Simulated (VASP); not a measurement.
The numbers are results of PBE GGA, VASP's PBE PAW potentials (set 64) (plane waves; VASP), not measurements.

VASP ran on this input.

### POSCAR
```
FeGe
1
    4.6573485044     0.0000000000    -0.0000000000
    0.0000000000     4.6573485044     0.0000000000
    0.0000000000     0.0000000000     4.6573485044
Fe Ge
4 4
Direct
  0.8651403191   0.6348596809   0.3651403191
  0.3651403191   0.8651403191   0.6348596809
  0.1348596809   0.1348596809   0.1348596809
  0.6348596809   0.3651403191   0.8651403191
  0.1582838167   0.3417161833   0.6582838167
  0.6582838167   0.1582838167   0.3417161833
  0.8417161833   0.8417161833   0.8417161833
  0.3417161833   0.6582838167   0.1582838167
```

KPOINTS:
```
Automatic mesh
0
Gamma
8 8 8
0 0 0
```

### INCAR
```
SYSTEM = FeGe
PREC = Accurate
ENCUT = 400
EDIFF = 1E-7
NELM = 100
ALGO = Normal
LREAL = .FALSE.
LASPH = .TRUE.
ISMEAR = -5
GGA = PE
LMAXMIX = 4
ISPIN = 2
MAGMOM = 1.1 1.1 1.1 1.1 -0.1 -0.1 -0.1 -0.1
LORBIT = 11
LWAVE = .FALSE.
LCHARG = .TRUE.
NEDOS = 601
ISIF = 2
LEFG = .TRUE.
```

POTCAR, in this order: Fe Ge_d (PBE.64 set). Program: vasp_std.

What VASP printed:

File OSZICAR:
```
       N       E                     dE             d eps       ncg     rms          rms(c)
DAV:   1     0.907957732381E+03    0.90796E+03   -0.31151E+04 11208   0.378E+03
DAV:   2     0.136885302701E+03   -0.77107E+03   -0.74398E+03  9720   0.906E+02
DAV:   3    -0.422644205573E+02   -0.17915E+03   -0.17085E+03  9744   0.263E+02
DAV:   4    -0.568296374991E+02   -0.14565E+02   -0.14301E+02 12030   0.846E+01
DAV:   5    -0.572089465601E+02   -0.37931E+00   -0.37817E+00 11740   0.160E+01    0.244E+01
DAV:   6    -0.615539849412E+02   -0.43450E+01   -0.10187E+02 12484   0.790E+01    0.283E+01
DAV:   7    -0.517147366702E+02    0.98392E+01   -0.48803E+01 11652   0.591E+01    0.591E+00
DAV:   8    -0.518619417476E+02   -0.14721E+00   -0.33335E+00 10952   0.875E+00    0.337E+00
DAV:   9    -0.518176711060E+02    0.44271E-01   -0.30823E-01 12594   0.470E+00    0.103E+00
DAV:  10    -0.518140820829E+02    0.35890E-02   -0.32289E-02 11950   0.125E+00    0.336E-01
DAV:  11    -0.518129371810E+02    0.11449E-02   -0.23003E-03 11866   0.408E-01    0.197E-01
DAV:  12    -0.518125255574E+02    0.41162E-03   -0.52663E-04 12224   0.195E-01    0.807E-02
DAV:  13    -0.518125089691E+02    0.16588E-04   -0.76946E-05 11994   0.775E-02    0.424E-02
DAV:  14    -0.518125428889E+02   -0.33920E-04   -0.89044E-06 13180   0.233E-02    0.165E-02
DAV:  15    -0.518125666629E+02   -0.23774E-04   -0.58375E-06 12858   0.223E-02    0.674E-03
DAV:  16    -0.518125632882E+02    0.33747E-05   -0.88857E-07 11750   0.931E-03    0.280E-03
DAV:  17    -0.518125593549E+02    0.39333E-05   -0.24643E-07  7468   0.362E-03    0.703E-04
DAV:  18    -0.518125591498E+02    0.20508E-06   -0.62860E-08  5884   0.236E-03    0.660E-04
DAV:  19    -0.518125596994E+02   -0.54959E-06   -0.10905E-08  5508   0.830E-04    0.152E-04
DAV:  20    -0.518125596490E+02    0.50373E-07   -0.26662E-09  5418   0.393E-04
   1 F= -.51812560E+02 E0= -.51812560E+02  d E =0.000000E+00  mag=     4.1162
```

OUTCAR:
```
------------------------ aborting loop because EDIFF is reached ----------------------------------------
  FORCE on cell =-STRESS in cart. coord.  units (eV):
  Direction    XX          YY          ZZ          XY          YZ          ZX
  --------------------------------------------------------------------------------------
  Total        0.1244747      0.1244747      0.1244747      0.0000000      0.0000000      0.0000000
  in kB        1.9741284      1.9741284      1.9741284      0.0000000      0.0000000      0.0000000
  external PRESSURE =       1.9741284 kB  Pullay stress =       0.0000000 kB
  volume of cell :      101.02
      direct lattice vectors                 reciprocal lattice vectors
     4.657348504  0.000000000  0.000000000     0.214714445  0.000000000  0.000000000
     0.000000000  4.657348504  0.000000000     0.000000000  0.214714445  0.000000000
     0.000000000  0.000000000  4.657348504     0.000000000  0.000000000  0.214714445
 POSITION                                       TOTAL-FORCE (eV/Angst)
 -----------------------------------------------------------------------------------
      4.02926      2.95676      1.70059        -0.010545      0.010545     -0.010545
      1.70059      4.02926      2.95676        -0.010545     -0.010545      0.010545
      0.62809      0.62809      0.62809         0.010545      0.010545      0.010545
      2.95676      1.70059      4.02926         0.010545     -0.010545     -0.010545
      0.73718      1.59149      3.06586         0.004105     -0.004105      0.004105
      3.06586      0.73718      1.59149         0.004105      0.004105     -0.004105
      3.92017      3.92017      3.92017        -0.004105     -0.004105     -0.004105
      1.59149      3.06586      0.73718        -0.004105      0.004105      0.004105
 -----------------------------------------------------------------------------------
    total drift:                               -0.000005      0.000002     -0.000000
  FREE ENERGIE OF THE ION-ELECTRON SYSTEM (eV)
  ---------------------------------------------------
  free  energy   TOTEN  =       -51.8125596490 eV

  energy  without entropy=      -51.8125596490  energy(sigma->0) =      -51.81255965

 total charge

# of ion       s       p       d       tot
------------------------------------------
    1        0.381   0.508   6.469   7.358
    2        0.381   0.508   6.469   7.358
    3        0.381   0.508   6.469   7.358
    4        0.381   0.508   6.469   7.358
    5        1.115   1.249  10.121  12.486
    6        1.115   1.249  10.121  12.486
    7        1.115   1.249  10.121  12.486
    8        1.115   1.249  10.121  12.486
--------------------------------------------------
tot          5.986   7.028  66.363  79.378

 magnetization (x)

# of ion       s       p       d       tot
------------------------------------------
    1       -0.000  -0.004   1.143   1.138
    2       -0.000  -0.004   1.143   1.138
    3       -0.000  -0.004   1.143   1.138
    4       -0.000  -0.004   1.143   1.138
    5       -0.011  -0.060  -0.005  -0.076
    6       -0.011  -0.060  -0.005  -0.076
    7       -0.011  -0.060  -0.005  -0.076
    8       -0.011  -0.060  -0.005  -0.076
--------------------------------------------------
tot         -0.047  -0.257   4.549   4.246
```
(Selected blocks of OUTCAR.)

For a metal the tetrahedron method with Blöchl corrections gives inexact stress and forces.

The compound is FeGe in the B20 structure. It was relaxed first.
